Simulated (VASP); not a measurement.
```
CELL_PARAMETERS angstrom
      1.24396    -2.15460     0.00000
      1.24396     2.15460     0.00000
      0.00000     0.00000     5.66470
ATOMIC_POSITIONS crystal
  B  0.33333 0.66667 0.25000
  B  0.66667 0.33333 0.75000
  N  0.66667 0.33333 0.25000
  N  0.33333 0.66667 0.75000
```

Level of theory: PBEsol GGA, VASP's PBE PAW potentials (set 64) (plane waves; VASP). Run with 620 eV cut-off, 10×10×4 Γ-centred mesh, Gaussian smearing of 0.050 eV, potentials B N.

Without a dispersion term in the relaxation, distances and binding between the weakly bound layers, chains or molecules are unreliable, and so is what depends on them.

Q: Predict the energy per atom (σ→0), pressure.

A: 
```yaml
energy per atom (σ→0): -9104 meV/atom
pressure: 10.01 GPa
```

The absolute energy has meaning only against runs of the same code, potentials and settings.

The compound is BN in the hex structure. It was relaxed first under an external pressure of 10 GPa.
